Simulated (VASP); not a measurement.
Input:

```
CELL_PARAMETERS angstrom
      3.27390     0.00000     0.00000
      0.00000     4.63000     0.00000
      0.00000     0.00000    24.82171
ATOMIC_POSITIONS crystal
  Na 0.00000 0.00000 0.33513
  Na 0.50000 0.50000 0.40108
  Na 0.00000 0.00000 0.46703
  Na 0.50000 0.50000 0.53297
  Na 0.00000 0.00000 0.59892
  Na 0.50000 0.50000 0.66487
  F  0.50000 0.00000 0.40108
  F  0.00000 0.50000 0.33513
  F  0.50000 0.00000 0.53297
  F  0.00000 0.50000 0.46703
  F  0.50000 0.00000 0.66487
  F  0.00000 0.50000 0.59892
```

These are PBEsol GGA, VASP's PBE PAW potentials (set 64) (plane waves; VASP) values and carry that method's errors. Settings: PREC = Normal, EDIFF = 1E-5, 450 eV cut-off, 6×5×1 Γ-centred mesh, Gaussian smearing of 0.050 eV, potentials Na_pv F.

The ions are relaxed. What does this cell relax into?

```
CELL_PARAMETERS angstrom
      3.27390     0.00000     0.00000
      0.00000     4.63000     0.00000
      0.00000     0.00000    24.82171
ATOMIC_POSITIONS crystal
  Na 0.00000 0.00000 0.33804
  Na 0.50000 0.50000 0.39859
  Na 0.00000 0.00000 0.46729
  Na 0.50000 0.50000 0.53271
  Na 0.00000 0.00000 0.60141
  Na 0.50000 0.50000 0.66196
  F  0.50000 0.00000 0.39938
  F  0.00000 0.50000 0.33641
  F  0.50000 0.00000 0.53282
  F  0.00000 0.50000 0.46718
  F  0.50000 0.00000 0.66359
  F  0.00000 0.50000 0.60062
```

How much energy does the relaxation gain?

The energy (σ→0) changes by -4.4 meV/atom, in 8 ionic steps.

The cell is a thin slab with vacuum, built from NaF (rock salt): (110) face.
